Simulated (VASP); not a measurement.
Al$_{3}$GaSb$_{4}$ (ordered alloy cell): computed properties

These are PBEsol GGA, VASP's PBE PAW potentials (set 64) (plane waves; VASP 6.6.1) values and carry that method's errors.

space group: R3m (160)
cell: a = 4.353 Å, b = 4.353 Å, c = 42.600 Å, α = 90.00°, β = 90.00°, γ = 120.00°
volume per atom: 29.13 Å^3/atom
band gap (over mesh and band path): 0.56 eV
smallest direct gap (over mesh and band path): 0.56 eV
band-edge character: direct, Γ to Γ
density: 4.54 g/cm³

```cif
data_Al3GaSb4
_chemical_formula_sum 'Ga1 Sb4 Al3'
_space_group_name_H-M_alt 'P 1'
_space_group_IT_number 1
_cell_length_a 4.35339
_cell_length_b 4.35339
_cell_length_c 17.39877
_cell_angle_alpha 59.972
_cell_angle_beta 59.972
_cell_angle_gamma 60.000
loop_
_space_group_symop_operation_xyz
  'x, y, z'
loop_
_atom_site_label
_atom_site_type_symbol
_atom_site_fract_x
_atom_site_fract_y
_atom_site_fract_z
_atom_site_occupancy
Ga1 Ga 0.00008 0.00008 0.99994 1
Sb1 Sb 0.25158 0.25158 0.06132 1
Sb2 Sb 0.25047 0.25047 0.31215 1
Sb3 Sb 0.24968 0.24968 0.56274 1
Sb4 Sb 0.24864 0.24864 0.81352 1
Al1 Al 0.00085 0.00085 0.24936 1
Al2 Al 0.99996 0.99996 0.50003 1
Al3 Al 0.99874 0.99874 0.75095 1
```

Unless said otherwise, spin-orbit coupling is left out, though it shifts the bands of the heavy elements here.

The structure was generated: Al3GaSb4 was put into an ordered model structure (R3m), which need not be its known phase. It was relaxed first. Symmetry was kept, so distortions that lower it aren't found.
